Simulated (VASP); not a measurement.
Input:

```
AlRu
1.0
    3.03495     0.00000     0.00000
    0.00000     3.03495     0.00000
    0.00000     0.00000     3.03495
Al Ru
1 1
Cartesian
  1.51748   1.51748   1.51748
  0.00000   0.00000   0.00000
```

Level of theory: PBEsol GGA, VASP's PBE PAW potentials (set 64) (plane waves; VASP). Settings: 520 eV cut-off, 12×12×12 Γ-centred mesh, first-order Methfessel-Paxton smearing of 0.10 eV, potentials Al Ru_pv.

**Question.** Give the stress tensor in GPa (positive for a compressed cell).

**Answer.** 
```
-11.42    0.00    0.00
  0.00  -11.42    0.00
  0.00    0.00  -11.42
```
The pressure is its mean diagonal, -11.42 GPa.

The compound is RuAl in the CsCl type structure. This cell is one point of a volume scan, at 1.06 of the reference volume. The electron count is odd and the run is not spin-polarised, which forces a metal.
